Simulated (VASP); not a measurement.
Input for VASP

File POSCAR:
```
Si
1
    0.0000000000     2.7698100000     2.7698100000
    2.7698100000     0.0000000000     2.7698100000
    2.7698100000     2.7698100000     0.0000000000
Si
2
Direct
  0.0000000000   0.0000000000   0.0000000000
  0.2500000000   0.2500000000   0.2500000000
```

### INCAR
```
SYSTEM = Si
PREC = Accurate
ENCUT = 400
EDIFF = 1E-6
NELM = 60
ALGO = VeryFast
LREAL = .FALSE.
LASPH = .TRUE.
ISMEAR = 0
SIGMA = 0.05
GGA = PE
LWAVE = .FALSE.
LCHARG = .FALSE.
ISIF = 2
NELMDL = -1
```

### KPOINTS
```
Automatic mesh
0
Gamma
6 6 6
0 0 0
```

POTCAR, in this order: Si (PBE.64 set). Program: vasp_std.

Output

### standard output
```
...
RMM:  21     0.104338422118E+03    0.91748E-02    0.90564E-02   489   0.101E+01    0.355E-01
RMM:  22     0.104354724855E+03    0.16303E-01    0.16172E-01   479   0.979E+00    0.409E-01
RMM:  23     0.104372519523E+03    0.17795E-01    0.17310E-01   488   0.948E+00    0.385E-01
RMM:  24     0.104389244713E+03    0.16725E-01    0.16268E-01   489   0.918E+00    0.311E-01
RMM:  25     0.104395144955E+03    0.59002E-02    0.55526E-02   488   0.890E+00    0.343E-01
RMM:  26     0.104392992245E+03   -0.21527E-02   -0.22764E-02   485   0.864E+00    0.397E-01
RMM:  27     0.104376929797E+03   -0.16062E-01   -0.16438E-01   484   0.839E+00    0.406E-01
RMM:  28     0.104355637427E+03   -0.21292E-01   -0.21560E-01   473   0.815E+00    0.431E-01
RMM:  29     0.104330065219E+03   -0.25572E-01   -0.25644E-01   471   0.792E+00    0.462E-01
RMM:  30     0.104311908082E+03   -0.18157E-01   -0.18064E-01   486   0.772E+00    0.498E-01
RMM:  31     0.104294294612E+03   -0.17613E-01   -0.17475E-01   472   0.753E+00    0.529E-01
RMM:  32     0.104276922037E+03   -0.17373E-01   -0.17393E-01   477   0.735E+00    0.551E-01
RMM:  33     0.104257758532E+03   -0.19164E-01   -0.19170E-01   473   0.718E+00    0.577E-01
RMM:  34     0.104237237834E+03   -0.20521E-01   -0.20699E-01   477   0.701E+00    0.587E-01
RMM:  35     0.104215874633E+03   -0.21363E-01   -0.20624E-01   470   0.685E+00    0.680E-01
RMM:  36     0.104191289655E+03   -0.24585E-01   -0.24227E-01   462   0.672E+00    0.727E-01
RMM:  37     0.104167841722E+03   -0.23448E-01   -0.23529E-01   470   0.658E+00    0.750E-01
RMM:  38     0.104142616109E+03   -0.25226E-01   -0.25364E-01   482   0.644E+00    0.766E-01
RMM:  39     0.104119667258E+03   -0.22949E-01   -0.23067E-01   470   0.631E+00    0.776E-01
RMM:  40     0.104094556846E+03   -0.25110E-01   -0.25048E-01   470   0.618E+00    0.807E-01
RMM:  41     0.104071423599E+03   -0.23133E-01   -0.22664E-01   487   0.606E+00    0.922E-01
RMM:  42     0.104045339414E+03   -0.26084E-01   -0.25648E-01   477   0.595E+00    0.101E+00
RMM:  43     0.104021945887E+03   -0.23394E-01   -0.23127E-01   468   0.584E+00    0.107E+00
RMM:  44     0.103997273637E+03   -0.24672E-01   -0.24683E-01   471   0.574E+00    0.107E+00
RMM:  45     0.103977260689E+03   -0.20013E-01   -0.20217E-01   488   0.563E+00    0.102E+00
RMM:  46     0.103956809534E+03   -0.20451E-01   -0.20772E-01   486   0.554E+00    0.111E+00
RMM:  47     0.103940972355E+03   -0.15837E-01   -0.16003E-01   491   0.544E+00    0.104E+00
RMM:  48     0.103923861087E+03   -0.17111E-01   -0.17201E-01   490   0.534E+00    0.104E+00
RMM:  49     0.103910960858E+03   -0.12900E-01   -0.12961E-01   468   0.525E+00    0.105E+00
RMM:  50     0.103896651392E+03   -0.14309E-01   -0.14433E-01   488   0.517E+00    0.105E+00
RMM:  51     0.103886562326E+03   -0.10089E-01   -0.10319E-01   487   0.509E+00    0.102E+00
RMM:  52     0.103875000876E+03   -0.11561E-01   -0.11691E-01   485   0.500E+00    0.106E+00
RMM:  53     0.103867146036E+03   -0.78548E-02   -0.78818E-02   484   0.492E+00    0.109E+00
RMM:  54     0.103857809064E+03   -0.93370E-02   -0.93540E-02   465   0.485E+00    0.110E+00
RMM:  55     0.103852124146E+03   -0.56849E-02   -0.57026E-02   468   0.477E+00    0.111E+00
RMM:  56     0.103845320330E+03   -0.68038E-02   -0.69660E-02   485   0.470E+00    0.109E+00
RMM:  57     0.103842113766E+03   -0.32066E-02   -0.31213E-02   482   0.463E+00    0.111E+00
RMM:  58     0.103837382210E+03   -0.47316E-02   -0.48641E-02   485   0.457E+00    0.111E+00
RMM:  59     0.103836373811E+03   -0.10084E-02   -0.11189E-02   487   0.450E+00    0.112E+00
RMM:  60     0.103834096484E+03   -0.22773E-02   -0.23178E-02   471   0.444E+00

 -----------------------------------------------------------------------------
|                                                                             |
|           W    W    AA    RRRRR   N    N  II  N    N   GGGG   !!!           |
|           W    W   A  A   R    R  NN   N  II  NN   N  G    G  !!!           |
|           W    W  A    A  R    R  N N  N  II  N N  N  G       !!!           |
|           W WW W  AAAAAA  RRRRR   N  N N  II  N  N N  G  GGG   !            |
|           WW  WW  A    A  R   R   N   NN  II  N   NN  G    G                |
|           W    W  A    A  R    R  N    N  II  N    N   GGGG   !!!           |
|                                                                             |
|     The electronic self-consistency was not achieved in the given           |
|     number of steps (NELM). The forces and other quantities evaluated       |
|     might not be reliable so examine the results carefully. If you find     |
|     spurious results, we suggest increasing NELM, if you were close to      |
|     convergence or switching to a different ALGO or adjusting the           |
|     density mixing parameters otherwise.                                    |
|                                                                             |
 -----------------------------------------------------------------------------

   1 F= 0.10383410E+03 E0= 0.10383566E+03  d E =-.313439E-02
```

**OUTCAR**
```
------------------------ aborting loop EDIFF was not reached (unconverged)  ----------------------------
  FORCE on cell =-STRESS in cart. coord.  units (eV):
  Direction    XX          YY          ZZ          XY          YZ          ZX
  --------------------------------------------------------------------------------------
  Total       61.1203788     61.1203788     61.1203788     -0.0000000     -0.0000000      0.0000000
  in kB     2304.1815110   2304.1815110   2304.1815110     -0.0000000     -0.0000000      0.0000000
  external PRESSURE =    2304.1815110 kB  Pullay stress =       0.0000000 kB
  volume of cell :       42.50
      direct lattice vectors                 reciprocal lattice vectors
     0.000000000  2.769810000  2.769810000    -0.180517797  0.180517797  0.180517797
     2.769810000  0.000000000  2.769810000     0.180517797 -0.180517797  0.180517797
     2.769810000  2.769810000  0.000000000     0.180517797  0.180517797 -0.180517797
 POSITION                                       TOTAL-FORCE (eV/Angst)
 -----------------------------------------------------------------------------------
      0.00000      0.00000      0.00000         0.000000      0.000000      0.000000
      1.38491      1.38491      1.38491        -0.000000     -0.000000     -0.000000
 -----------------------------------------------------------------------------------
    total drift:                                0.000000     -0.000000     -0.000000
  FREE ENERGIE OF THE ION-ELECTRON SYSTEM (eV)
  ---------------------------------------------------
  free  energy   TOTEN  =       103.8340964840 eV

  energy  without entropy=      103.8372308706  energy(sigma->0) =      103.83566368
```
(Selected blocks of OUTCAR.)

Task: Read the log: what went wrong, and how is it fixed?

Result: The cause: ALGO = VeryFast starts from random orbitals with almost no delay (NELMDL = -1). The run did not converge; its last values are not results. Against the sound run, the energy per atom (σ→0) increases by 57.323 eV/atom; the pressure goes up by 233.54 GPa; the band gap decreases by 0.81 eV. To mend it, set ALGO = Normal, remove NELMDL.

The mended run (PBE GGA, plane waves, VASP's PBE PAW potentials (set 64)) converges, and its OSZICAR ends with
```
   1 F= -.10810256E+02 E0= -.10810256E+02  d E =-.101948E-15
```

The compound is Si in the diamond structure. The cell was not relaxed at this level.
